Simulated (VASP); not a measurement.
Data:

```
GaN
1.0
    1.59457    -2.76188     0.00000
    1.59457     2.76188     0.00000
    0.00000     0.00000     5.19066
Ga N
2 2
Cartesian
  1.59457  -0.92063   2.59583
  1.59457   0.92063   0.00050
  1.59457  -0.92063   4.55171
  1.59457   0.92063   1.95638
```

Method: r2SCAN meta-GGA, VASP's PBE PAW potentials (set 64) (plane waves; VASP). Settings: 520 eV cut-off, 9×9×5 Γ-centred mesh, tetrahedra with Blöchl corrections, potentials Ga_d N.

The cores are frozen, which limits the accuracy of field gradients.

### Question
Give the principal components of the electric field gradient (V/Å²) and the asymmetry η at each nucleus.

### Answer

```json
[
 {"atom": "Ga1", "Vxx": "-2.3", "Vyy": "-2.3", "Vzz": "4.6", "η": "0.00"},
 {"atom": "Ga2", "Vxx": "-2.3", "Vyy": "-2.3", "Vzz": "4.6", "η": "0.00"},
 {"atom": "N3", "Vxx": "-0.4", "Vyy": "-0.4", "Vzz": "0.8", "η": "0.00"},
 {"atom": "N4", "Vxx": "-0.4", "Vyy": "-0.4", "Vzz": "0.8", "η": "0.00"}
]
```

The compound is GaN in the wurtzite structure. It was relaxed first.
